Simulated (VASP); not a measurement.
# LiMo16 (a cell with a defect) in VASP: further runs

The runs below take LiMo16 (a cell with a defect) through single point, with PBE+D3(BJ).

Program: VASP 6.6.1. These are calculated values, not measurements. Logs are shortened: lines on timing, memory, paths and dates and some standing lists are left out, and cuts for length are marked.

## 1. The structure

The cell holds a defect, 17 atoms: a = 6.300 Å, b = 6.300 Å, c = 6.300 Å, α = 90.00°, β = 90.00°, γ = 90.00°.

The cell was built by a generator and needn't be a form met in nature.

## 2. Single point, PBE+D3(BJ)

Contents of INCAR:

```
SYSTEM = LiMo16
ALGO     = Fast           ! electronic algorithm
EDIFF    = 1E-6           ! SCF threshold, eV
ENCUT    = 520            ! plane-wave cutoff, eV
GGA      = PE             ! functional
ISIF     = 2              ! what is computed and relaxed
ISMEAR   = -1             ! smearing method
IVDW     = 12             ! dispersion correction
LASPH    = .TRUE.         ! aspherical terms in the spheres
LCHARG   = .FALSE.        ! write CHGCAR
LREAL    = Auto         
LWAVE    = .FALSE.        ! write WAVECAR
NBANDS   = 128            ! bands
NELM     = 100            ! most SCF steps
PREC     = Accurate       ! precision mode
SIGMA    = 0.05           ! smearing width, eV
```

Contents of KPOINTS:

```
k-points
0
G
  2 2 2
  0 0 0
```

Contents of POSCAR:

```
LiMo16
1.0
    6.3000000000      0.0000000000      0.0000000000
    0.0000000000      6.3000000000      0.0000000000
    0.0000000000      0.0000000000      6.3000000000
Mo Li
16 1
Direct
    0.0714444444     -0.0009682540      0.0484603175
    0.4633650794      0.0205555556     -0.0029047619
   -0.0197619048      0.4912539683     -0.0139682540
    0.0198571429      0.0089206349      0.5052539683
    0.2920000000      0.2602063492      0.2635079365
    0.4976507937      0.4836825397     -0.0085079365
    0.4989682540     -0.0046507937      0.5378571429
    0.7162857143      0.2463492063      0.2360000000
   -0.0755396825      0.4731269841      0.4578253968
    0.2475873016      0.7486825397      0.2760634921
    0.2251904762      0.2875873016      0.7557936508
    0.5162698413      0.5119682540      0.4957301587
    0.6759365079      0.7985555556      0.2663015873
    0.7361587302      0.2492857143      0.7635238095
    0.2658571429      0.7213809524      0.7042857143
    0.7792063492      0.7057301587      0.7017777778
    0.7511587302     -0.0821746032      0.8846666667
```

Potentials or basis: VASP PAW PBE potentials, release 64 (Mo_sv, Li_sv).

Launch:

```
$ cat potpaw_PBE.64/Mo_sv/POTCAR potpaw_PBE.64/Li_sv/POTCAR > POTCAR
$ mpirun -np 1 vasp_std > vasp.out
```

OUTCAR:

```text
SYSTEM = LiMo16
   EDIFF = 1E-6
   ENCUT = 520
   GGA = PE
   ISIF = 2
   ISMEAR = -1
   IVDW = 12
   LASPH = .TRUE.
   LREAL = Auto
   NELM = 100
   PREC = Accurate
 IVDW          = 12

 ion  position               nearest neighbor table
   1  0.071  0.999  0.048-  17 2.32  10 2.40   2 2.49   5 2.54  11 2.76   4 2.90   8 2.97  15 3.04
                            13 3.11   3 3.18  14 3.19   3 3.27  16 3.40   4 3.44
   2  0.463  0.021  0.997-  17 2.05   1 2.49   5 2.50  13 2.57   8 2.61  14 2.68  11 2.72  10 2.81
                             7 2.91  15 2.92   6 2.93  16 3.37   6 3.39   7 3.42
   3  0.980  0.491  0.986-  11 2.48  16 2.58  14 2.58   8 2.76  15 2.91  10 2.97   9 3.00   5 3.01
                             6 3.04   1 3.18  13 3.25   6 3.26   1 3.27   9 3.35
   4  0.020  0.009  0.505-  10 2.61  11 2.69  15 2.69  16 2.73   5 2.79  14 2.85   1 2.90  13 2.95
                             8 2.96  17 2.98   9 3.00   7 3.03   7 3.29   1 3.44   9 3.44
   5  0.292  0.260  0.264-   2 2.50   1 2.54   6 2.57  12 2.58   8 2.68   7 2.73   4 2.79   9 2.94
                             3 3.01  10 3.09  11 3.13  11 3.23  10 3.24
   6  0.498  0.484  0.991-  14 2.55   8 2.55   5 2.57  11 2.58  15 2.77  13 2.86  16 2.90  10 2.91
                             2 2.93   3 3.04  12 3.13  12 3.18   3 3.26   2 3.39
   7  0.499  0.995  0.538-  13 2.39  15 2.50  14 2.61   5 2.73  16 2.74  17 2.75  10 2.76   8 2.83
                            11 2.87   2 2.91   4 3.03  12 3.06  12 3.27   4 3.29   2 3.42
   8  0.716  0.246  0.236-   9 2.39   6 2.55   2 2.61  12 2.66   5 2.68   3 2.76   7 2.83  13 2.84
                             4 2.96   1 2.97  14 2.98  17 3.04  14 3.33
   9  0.924  0.473  0.458-  16 2.31   8 2.39  12 2.59  14 2.67  13 2.85  10 2.91  11 2.91   5 2.94
                             3 3.00   4 3.00  15 3.08   3 3.35   4 3.44
  10  0.248  0.749  0.276-   1 2.40   4 2.61  12 2.65  15 2.71  13 2.72   7 2.76   2 2.81   9 2.91
                             6 2.91   3 2.97   5 3.09   5 3.24
  11  0.225  0.288  0.756-   3 2.48   6 2.58   4 2.69   2 2.72  15 2.76   1 2.76  12 2.84   7 2.87
                             9 2.91  14 3.09   5 3.13  14 3.23   5 3.23
  12  0.516  0.512  0.496-  16 2.43  15 2.44  13 2.52   5 2.58   9 2.59  10 2.65   8 2.66  14 2.74
                            11 2.84   7 3.06   6 3.13   6 3.18   7 3.27
  13  0.676  0.799  0.266-   7 2.39  12 2.52  17 2.56   2 2.57  10 2.72   8 2.84   9 2.85   6 2.86
                            16 2.88   4 2.95   1 3.11   3 3.25
  14  0.736  0.249  0.764-  17 2.23   6 2.55   3 2.58   7 2.61   9 2.67   2 2.68  12 2.74   4 2.85
                            16 2.91   8 2.98  11 3.09   1 3.19  11 3.23   8 3.33  16 3.46
  15  0.266  0.721  0.704-  12 2.44   7 2.50   4 2.69  10 2.71  11 2.76   6 2.77   3 2.91   2 2.92
                             1 3.04  16 3.07   9 3.08  16 3.24
  16  0.779  0.706  0.702-  17 1.77   9 2.31  12 2.43   3 2.58   4 2.73   7 2.74  13 2.88   6 2.90
                            14 2.91  15 3.07  15 3.24   2 3.37   1 3.40  14 3.46
  17  0.751  0.918  0.885-  16 1.77   2 2.05  14 2.23   1 2.32  13 2.56   7 2.75   4 2.98   8 3.04

  LATTYP: Found a simple cubic cell.
 ALAT       =     6.3000000000

  Lattice vectors:

 A1 = (   6.3000000000,   0.0000000000,   0.0000000000)
 A2 = (   0.0000000000,   6.3000000000,   0.0000000000)
 A3 = (   0.0000000000,   0.0000000000,   6.3000000000)

Analysis of symmetry for initial positions (statically):
=====================================================================
 Subroutine PRICEL returns:
 Original cell was already a primitive cell.

 Routine SETGRP: Setting up the symmetry group for a
 simple cubic supercell.

 Subroutine GETGRP returns: Found  1 space group operations
 (whereof  1 operations were pure point group operations)
 out of a pool of 48 trial point group operations.

The static configuration has the point symmetry C_1 .

Analysis of symmetry for dynamics (positions and initial velocities):
=====================================================================
 Subroutine PRICEL returns:
 Original cell was already a primitive cell.

 Routine SETGRP: Setting up the symmetry group for a
 simple cubic supercell.

 Subroutine GETGRP returns: Found  1 space group operations
 (whereof  1 operations were pure point group operations)
 out of a pool of 48 trial point group operations.

The dynamic configuration has the point symmetry C_1 .

 Subroutine INISYM returns: Found  1 space group operations
 (whereof  1 operations are pure point group operations),
 and found     1 'primitive' translations

----------------------------------------------------------------------------------------

                                     Primitive cell

  volume of cell :     250.0470

  direct lattice vectors                    reciprocal lattice vectors
     6.300000000  0.000000000  0.000000000     0.158730159  0.000000000  0.000000000
     0.000000000  6.300000000  0.000000000     0.000000000  0.158730159  0.000000000
     0.000000000  0.000000000  6.300000000     0.000000000  0.000000000  0.158730159

  length of vectors
     6.300000000  6.300000000  6.300000000     0.158730159  0.158730159  0.158730159

  position of ions in fractional coordinates (direct lattice)
     0.071444444  0.999031746  0.048460318
     0.463365079  0.020555556  0.997095238
     0.980238095  0.491253968  0.986031746
     0.019857143  0.008920635  0.505253968
     0.292000000  0.260206349  0.263507936
     0.497650794  0.483682540  0.991492063
[... 9 lines left out ...]
     0.779206349  0.705730159  0.701777778
     0.751158730  0.917825397  0.884666667

  ion indices of the primitive-cell ions
   primitive index   ion index
                 1           1
                 2           2
                 3           3
                 4           4
                 5           5
                 6           6
[... 9 lines left out ...]
                16          16
                17          17

----------------------------------------------------------------------------------------

 KPOINTS: k-points

Automatic generation of k-mesh.
 Grid dimensions read from file:
 generate k-points for:    2    2    2

 Generating k-lattice:

  Cartesian coordinates                     Fractional coordinates (reciprocal lattice)
     0.079365079  0.000000000  0.000000000     0.500000000  0.000000000  0.000000000
     0.000000000  0.079365079  0.000000000     0.000000000  0.500000000  0.000000000
     0.000000000  0.000000000  0.079365079     0.000000000  0.000000000  0.500000000

  Length of vectors
     0.079365079  0.079365079  0.079365079

  Shift w.r.t. Gamma in fractional coordinates (k-lattice)
     0.000000000  0.000000000  0.000000000

 Subroutine IBZKPT returns following result:
 ===========================================

 Found      8 irreducible k-points:

 Following reciprocal coordinates:
            Coordinates               Weight
  0.000000  0.000000  0.000000      1.000000
  0.500000  0.000000  0.000000      1.000000
  0.000000  0.500000  0.000000      1.000000
  0.000000  0.000000  0.500000      1.000000
  0.500000  0.500000  0.000000      1.000000
  0.000000  0.500000  0.500000      1.000000
  0.500000  0.000000  0.500000      1.000000
  0.500000  0.500000  0.500000      1.000000
   k-points           NKPTS =      8   k-points in BZ     NKDIM =      8   number of bands    NBANDS=    128
   number of dos      NEDOS =    301   number of ions     NIONS =     17
   total plane-waves  NPLWV = 110592
   dimension x,y,z NGX =    48 NGY =   48 NGZ =   48
   dimension x,y,z NGXF=    96 NGYF=   96 NGZF=   96
   ions per type =              16   1
   NGX,Y,Z   is equivalent  to a cutoff of  12.67, 12.67, 12.67 a.u.
   NGXF,Y,Z  is equivalent  to a cutoff of  25.33, 25.33, 25.33 a.u.
 SYSTEM =  LiMo16
   PREC   = accura    normal or accurate (medium, high low for compatibility)
   ISTART =      0    job   : 0-new  1-cont  2-samecut
   ICHARG =      2    charge: 1-file 2-atom 10-const
   ISPIN  =      1    spin polarized calculation?
   LNONCOLLINEAR =      F non collinear calculations
   LSORBIT =      F    spin-orbit coupling
   LASPH  =      T    aspherical Exc in radial PAW
   ENCUT  =  520.0 eV  38.22 Ry    6.18 a.u.  11.71 11.71 11.71*2*pi/ulx,y,z
   NELM   =    100;   NELMIN=  2; NELMDL= -5     # of ELM steps
   EDIFF  = 0.1E-05   stopping-criterion for ELM
   LREAL  =      T    real-space projection
   EDIFFG = 0.1E-04   stopping-criterion for IOM
   NSW    =      0    number of steps for IOM
   IBRION =     -1    ionic relax: 0-MD 1-quasi-New 2-CG
   NFREE  =      0    steps in history (QN), initial steepest desc. (CG)
   ISIF   =      2    stress and relaxation
   ISYM   =      2    0-nonsym 1-usesym 2-fastsym
   POTIM  = 0.5000    time-step for ionic-motion
   TEBEG  =    0.0;   TEEND  =   0.0 temperature during run
   PSTRESS=    0.0 pullay stress
   NELECT =     227.0000    total number of electrons
   NUPDOWN=      -1.0000    fix difference up-down
   EMIN   =  10.00;   EMAX   =-10.00  energy-range for DOS
   EFERMI =   0.00;   METHOD = LEGACY
   ISMEAR =    -1;   SIGMA  =   0.05  broadening in eV -4-tet -1-fermi 0-gaus
   EFERMI_NEDOS =   21; number of points for ismear=-14 and -15
   IALGO  =     68    algorithm
   IMIX   =      4    mixing-type and parameters
     AMIX     =   0.40;   BMIX     =  1.00
     AMIX_MAG =   1.60;   BMIX_MAG =  1.00
  volume/ion in A,a.u.               =      14.71        99.26
  Fermi-wavevector in a.u.,A,eV,Ry     =   1.585171  2.995540 34.188290  2.512768
  Thomas-Fermi vector in A             =   2.684677
   LORBIT       =      0    0 simple, 1 ext, 2 COOP (PROOUT), +10 PAW based schemes
   GGA     = PE    functional components
   LHFCALC =     F    Hartree Fock is set to
   AEXX    =    0.0000 exact exchange contribution
   IVDW    =    12    specifies the selected vdW correction
   LEPSILON=     F    determine dielectric tensor
   LRPA    =     F    only Hartree local field effects (RPA)
 non-spin polarized calculation
 RMM-DIIS sequential band-by-band and
  energy-cutoff  :      520.00
  volume of cell :      250.05
 maximum number of plane-waves:      6776
 NGX is ok and might be reduce to    48
   NGX = 23   NGY = 23   NGZ = 23

 number of electron     226.9999993 magnetization

 Free energy of the ion-electron system (eV)
  ---------------------------------------------------
  ext. energy  EPLUGINS =         0.00000000
  ---------------------------------------------------
  free energy    TOTEN  =      -164.47665127 eV

  energy without entropy =     -164.36639371  energy(sigma->0) =     -164.42152249

 E-fermi :  12.6258     XC(G=0): -13.3827

 val. band max:       12.6079602112   @ k =   0.0000   0.5000   0.0000
 cond. band min:      12.6267786329   @ k =   0.5000   0.5000   0.5000
 fundamental gap:      0.0188184217
 Fermi energy:        12.6258175888

 k-point     1 :       0.0000    0.0000    0.0000
  band No.  band energies     occupation
      1     -48.4633      2.00000
      2     -48.2497      2.00000
      3     -48.2003      2.00000
      4     -48.1772      2.00000
      5     -48.1431      2.00000
      6     -48.1042      2.00000
[... 117 lines left out ...]
    124      14.3347      0.00000
    125      14.3735      0.00000

 k-point     2 :       0.5000    0.0000    0.0000
  band No.  band energies     occupation
      1     -48.4321      2.00000
      2     -48.3037      2.00000
      3     -48.2035      2.00000
      4     -48.1573      2.00000
      5     -48.1359      2.00000
      6     -48.1164      2.00000
[... 885 lines left out ...]
    124      14.1399      0.00000
    125      14.2403      0.00000
 [bands above 125 left out]

------------------------ aborting loop because EDIFF is reached ----------------------------------------

 Edisp (eV)  -12.21426

 E8    (eV) :    -5.7396

  FORCE on cell =-STRESS in cart. coord.  units (eV):
  Direction    XX          YY          ZZ          XY          YZ          ZX
  --------------------------------------------------------------------------------------
  -------------------------------------------------------------------------------------
  Total      30.27939    28.22297    25.66276    -3.15928     6.46697    -3.23639
  in kB     194.01535   180.83883   164.43425   -20.24312    41.43712   -20.73716
  external pressure =      179.76 kB  Pullay stress =        0.00 kB

 VOLUME and BASIS-vectors are now :
 -----------------------------------------------------------------------------
  energy-cutoff  :      520.00
  volume of cell :      250.05
      direct lattice vectors                 reciprocal lattice vectors
     6.300000000  0.000000000  0.000000000     0.158730159  0.000000000  0.000000000
     0.000000000  6.300000000  0.000000000     0.000000000  0.158730159  0.000000000
     0.000000000  0.000000000  6.300000000     0.000000000  0.000000000  0.158730159

 POSITION                                       TOTAL-FORCE (eV/Angst)
 -----------------------------------------------------------------------------------
      0.45010      6.29390      0.30530        -1.767201      0.116453     -1.632697
      2.91920      0.12950      6.28170        -1.570978     -0.781244     -0.373106
      6.17550      3.09490      6.21200         0.871018      1.219709      1.682261
      0.12510      0.05620      3.18310        -1.147646      0.439901      0.577034
      1.83960      1.63930      1.66010        -4.051185      1.287083      1.145672
      3.13520      3.04720      6.24640        -0.553422      2.694642     -0.019642
[... 9 lines left out ...]
      4.90900      4.44610      4.42120        -0.000339     -1.707897     -1.205326
      4.73230      5.78230      5.57340         1.086433      2.005512      3.277772
 -----------------------------------------------------------------------------------
    total drift:                               -0.001506     -0.002532     -0.002996

  FREE ENERGIE OF THE ION-ELECTRON SYSTEM (eV)
  ---------------------------------------------------
  free  energy   TOTEN  =      -176.6909101564 eV

  energy  without entropy=     -176.5806525936  energy(sigma->0) =     -176.63578137
```

It took 10 min on 1 thread of AMD EPYC 9R45 (Zen 5), shared host; peak memory 0.4 GiB.

What came out:

| Item | Value |
| --- | --- |
| Free energy | -176.6909 eV |
| Largest force | 5.375 eV/Å |
| Band gap on the k mesh | none (metal or under the smearing width) |
| Dispersion energy per atom | -0.718 eV |

Forces in eV/Å, atoms in the order of the input:
```
Mo  -1.767  0.116 -1.633
Mo  -1.571 -0.781 -0.373
Mo   0.871  1.220  1.682
Mo  -1.148  0.440  0.577
Mo  -4.051  1.287  1.146
Mo  -0.553  2.695 -0.020
Mo  -0.280  1.923 -0.230
Mo   2.446 -1.833 -0.512
Mo   5.374  0.075 -0.071
Mo  -1.217 -1.696 -1.719
Mo   0.836 -1.900 -0.768
Mo  -3.253 -1.897  0.009
Mo   3.754 -1.522 -2.104
Mo   1.295  0.528 -1.205
Mo  -1.822  1.049  3.148
Mo   0.000 -1.708 -1.205
Li   1.086  2.006  3.278
```

Levels at points of the mesh, in eV from the Fermi level:
```
           k point  band 110  band 111  band 112  band 113  band 114  band 115  band 116  band 117
(0.00, 0.00, 0.00)     -0.30     -0.20     -0.02      0.29      0.68      0.71      0.87      1.03
(0.50, 0.00, 0.00)     -0.47     -0.40     -0.21     -0.07      0.06      0.19      0.31      0.43
(0.00, 0.50, 0.00)     -0.33     -0.24     -0.13     -0.02      0.11      0.14      0.40      0.49
(0.00, 0.00, 0.50)     -0.35     -0.31     -0.14     -0.11      0.15      0.20      0.42      0.46
(0.50, 0.50, 0.00)     -0.65     -0.52     -0.26     -0.23     -0.17     -0.08      0.04      0.14
(0.00, 0.50, 0.50)     -0.76     -0.59     -0.38     -0.19     -0.17      0.00      0.21      0.36
(0.50, 0.00, 0.50)     -0.63     -0.58     -0.44     -0.32     -0.23     -0.03      0.15      0.19
(0.50, 0.50, 0.50)     -1.20     -1.13     -0.99     -0.61      0.00      0.17      0.51      0.53
```

Caveat: the k mesh is coarse (spacing up to 0.50 Å⁻¹), so the values aren't converged; the cutoff is under 1.25 times the usual one of these potentials, so pressure, stress and relaxed cells hold a basis-set (Pulay) error.

[end of part 1 of 2]
